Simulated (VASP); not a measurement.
Here is the system:

```xyz
2
Lattice="0.0000 2.6568 2.6568 2.6568 0.0000 2.6568 2.6568 2.6568 0.0000" Properties=species:S:1:pos:R:3 pbc="T T T"
Hf     0.0000     0.0000     0.0000
N      2.6568     2.6568     2.6568
```

Computed with PBE GGA, VASP's PBE PAW potentials (set 64) (plane waves; VASP). Numerical set-up: 520 eV cut-off, 11×11×11 Γ-centred mesh, first-order Methfessel-Paxton smearing of 0.10 eV, potentials Hf_pv N.

Energy and stress use the plane-wave basis of the starting cell.

Q: The ions, cell shape and volume are relaxed. Which structure does the run end with?

A: 
```xyz
2
Lattice="0.0000 2.2672 2.2672 2.2672 0.0000 2.2672 2.2672 2.2672 0.0000" Properties=species:S:1:pos:R:3 pbc="T T T"
Hf     0.0000     0.0000     0.0000
N      2.2672     2.2672     2.2672
```
Space group Fm-3m (225), at a tolerance of 0.03 Å.

Q: How do energy and volume change from the first to the last step?

A: The energy (σ→0) changes by -1527.1 meV/atom and the volume by -37.9 %, in 7 ionic steps.

| step | E(σ→0) (eV) | max force (eV/Å) | pressure (GPa) | volume (Å³) |
|---|---|---|---|---|
| 1 | -18.7111 | 0.000 | -43.94 | 37.51 |
| 2 | -17.9384 | 0.000 | 232.46 | 15.94 |
| 3 | -21.7377 | 0.000 | -9.47 | 24.21 |
| 4 | -21.7608 | 0.000 | -3.99 | 23.66 |
| 5 | -21.7653 | 0.000 | 0.14 | 23.29 |
| 6 | -21.7653 | 0.000 | -0.21 | 23.33 |
| 7 | -21.7653 | 0.000 | 0.00 | 23.31 |

The structure was generated: HfN was put into the rock salt type (Fm-3m), which need not be its known phase. This run relaxes it. Symmetry was kept, so distortions that lower it aren't found. The electron count is odd and the run is not spin-polarised, which forces a metal. VASP warned that the highest band is occupied, so more bands are needed.
